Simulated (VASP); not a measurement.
```xyz
8
Lattice="4.4986 0.0000 0.0000 0.0000 6.3621 0.0000 0.0000 0.0000 23.9317" Properties=species:S:1:pos:R:3 pbc="T T T"
Ba     0.0000     0.0000     8.5919
Ba     2.2493     3.1810    10.8412
Ba     0.0000     0.0000    13.0905
Ba     2.2493     3.1810    15.3398
S      2.2493     0.0000    10.8412
S      0.0000     3.1810     8.5919
S      2.2493     0.0000    15.3398
S      0.0000     3.1810    13.0905
```

Method: PBEsol GGA, VASP's PBE PAW potentials (set 64) (plane waves; VASP). Run with PREC = Normal, EDIFF = 1E-5, 400 eV cut-off, 5×3×1 Γ-centred mesh, Gaussian smearing of 0.050 eV, potentials Ba_sv S.

**Question.** The ions are relaxed. Predict the relaxed structure.

**Answer.** 
```xyz
8
Lattice="4.4986 0.0000 0.0000 0.0000 6.3621 0.0000 0.0000 0.0000 23.9317" Properties=species:S:1:pos:R:3 pbc="T T T"
Ba     0.0000     0.0000     8.7149
Ba     2.2493     3.1810    10.7651
Ba     0.0000     0.0000    13.1666
Ba     2.2493     3.1810    15.2168
S      2.2493     0.0000    10.7095
S      0.0000     3.1810     8.7464
S      2.2493     0.0000    15.1853
S      0.0000     3.1810    13.2222
```

**Question.** How much energy does the relaxation gain?

**Answer.** The energy (σ→0) changes by -36.2 meV/atom, in 9 ionic steps.

| step | E(σ→0) (eV) | max force (eV/Å) | pressure (GPa) | volume (Å³) |
|---|---|---|---|---|
| 1 | -40.1133 | 0.690 | -0.85 | 684.94 |
| 2 | -40.2311 | 0.517 | -0.76 | 684.94 |
| 3 | -40.3902 | 0.156 | -0.31 | 684.94 |
| 4 | -40.3937 | 0.107 | -0.29 | 684.94 |
| 5 | -40.3958 | 0.126 | -0.26 | 684.94 |
| 6 | -40.3986 | 0.104 | -0.24 | 684.94 |
| 7 | -40.4026 | 0.040 | -0.17 | 684.94 |
| 8 | -40.4027 | 0.033 | -0.17 | 684.94 |
| 9 | -40.4029 | 0.010 | -0.19 | 684.94 |

The cell is a thin slab with vacuum, built from BaS (rock salt): (110) face.
